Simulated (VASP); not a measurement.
HgTe (space group F-43m): the measured cell of entry 1539232 of the Crystallography Open Database is

HgTe is taken in the cubic space group F-43m (No. 216), the zinc blende structure, Pearson symbol cF8. Conventional cell: a = b = c = 6.4470 Å, α = β = γ = 90.00°. Te on 4d sees 4 Hg at 2.792 Å (tetrahedral). Hg on 4a has 4 Te at 2.792 Å (tetrahedral). (Neighbours: up to the widest gap in distance over summed covalent radii, below 1.35, at either atom; cation-cation and far metal-metal contacts left out.)
(The calculation used a cell of 2 atoms; values per cell refer to that cell.)

Method: r2SCAN+rVV10, VASP's PBE PAW potentials (set 64) (plane waves; VASP). Settings: 400 eV cut-off, 11×11×11 Γ-centred mesh, tetrahedra with Blöchl corrections, potentials Te Hg.

The calculation is for a static lattice at zero pressure; the measurement, whose temperature isn't given here, holds thermal and zero-point expansion. The entry's conditions were not checked, so it may have been measured under pressure.

Q: How far does the relaxed conventional cell lie from the measured one?

A: 
```tsv
	measured	computed	difference
a (Å)	6.447	6.538	+1.4 %
V (Å³/atom)	33.50	34.94	+4.3 %
```

The structure comes from a measured HgTe entry (F-43m) of the Crystallography Open Database, whose conditions weren't checked. It was relaxed first. Symmetry was kept, so distortions that lower it aren't found.
